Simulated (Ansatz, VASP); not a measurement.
**CaZr: VASP beside Ansatz**

```
CELL_PARAMETERS angstrom
3.87625 0.00000 0.00000
0.00000 3.87625 0.00000
0.00000 0.00000 3.87625
ATOMIC_POSITIONS crystal
Ca 0.50000 0.50000 0.50000
Zr 0.00000 0.00000 0.00000
```

Change from the starting cell: species swapped into the TmMg type (Pm-3m, No. 221).

Alike in both runs: functional PBE; k mesh 4 × 4 × 4; occupations gaussian, width 0.1 eV; no spin polarisation.

Ansatz relaxed the structure, and its values are those at the end. VASP's run is a single point on that final structure, the one shown.

```csv
,VASP,Ansatz
version,VASP 6.6.1,Ansatz 0.2.0
potentials or method,"VASP PAW PBE potentials, release 64 (Ca_sv, Zr_sv)","scalar-relativistic, plane waves, PAW"
plane-wave cutoff (eV),520,420
valence electrons in the cell,22,22
```

VASP gave:

- gap on the k mesh at the Fermi level (eV): none
- pressure (GPa): 0.0

Estimate Ansatz's values.

gap on the k mesh at the Fermi level (eV): none; pressure (GPa): -0.1.

A gap of «none» marks a metal or a gap that the smearing closes. With one functional, cell and mesh, what is left measures potentials, basis and numerics.

Caveats: the k mesh is coarse (spacing up to 0.41 Å⁻¹), so the values aren't converged.
